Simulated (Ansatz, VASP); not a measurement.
**One calculation of NaLiCl2, two programs**

The input INCAR:

```
PREC = Accurate
ENCUT = 520
EDIFF = 1E-6
ISMEAR = 0
SIGMA = 0.01
LREAL = F
LASPH = T
NELM = 100
ALGO = Normal
ISIF = 2
LWAVE = F
LCHARG = F
GGA = PE
NBANDS = 20
```

The input KPOINTS:

```
Automatic mesh
0
Gamma
  6 6 6
```

Contents of POSCAR:

```
NaLiCl2
1.0
    1.8915979397      1.0921145797      6.2476405587
   -1.8915979397      1.0921145797      6.2476405587
    0.0000000000     -2.1842291593      6.2476405587
Li Na Cl
1 1 2
Direct
    1.0000000000      0.0000000000      0.0000000000
    0.5000000000      0.5000000000      0.5000000000
    0.2566860793      0.2566860793      0.2566860793
    0.7433139207      0.7433139207      0.7433139207
```

Input for Ansatz:

```yaml
crystal:
  lattice:
    - [1.8915979397, 1.0921145797, 6.2476405587]
    - [-1.8915979397, 1.0921145797, 6.2476405587]
    - [0.0, -2.1842291593, 6.2476405587]
  atoms:
    - { symbol: Li, position: [1.0, 0.0, 0.0] }
    - { symbol: Na, position: [0.5, 0.5, 0.5] }
    - { symbol: Cl, position: [0.2566860793, 0.2566860793, 0.2566860793] }
    - { symbol: Cl, position: [0.7433139207, 0.7433139207, 0.7433139207] }
kpoints:
  mp_grid: { grid: [6, 6, 6] }
hamiltonian:
  xc: pbe
scf:
  occupations: { method: fixed }
output:
  optics:
    e_range: [0, 21]
    de: 0.05
    sigma: 0.1
    bands: { spectra_wanted_up_to: 21 }
  write_density: true
  write_potential: true
  elf: true
  volumetric_format: npy
```

Alike in both runs: task single point; functional PBE; k mesh 6 × 6 × 6; no spin polarisation.

```csv
,VASP,Ansatz
version,VASP 6.6.1,Ansatz 0.2.0
potentials or method,"VASP PAW PBE potentials, release 64 (Li_sv, Na_pv, Cl)","plane waves, PAW"
plane-wave cutoff (eV),520,420
occupations,"gaussian, width 0.01 eV",fixed
valence electrons in the cell,24,26
```

```csv
,VASP,Ansatz,Ansatz less VASP
gap on the k mesh at the Fermi level (eV),5.60,5.60,-0.004
```

The two sets of potentials don't hold the same shells in valence.

 A k mesh can miss the band edges.
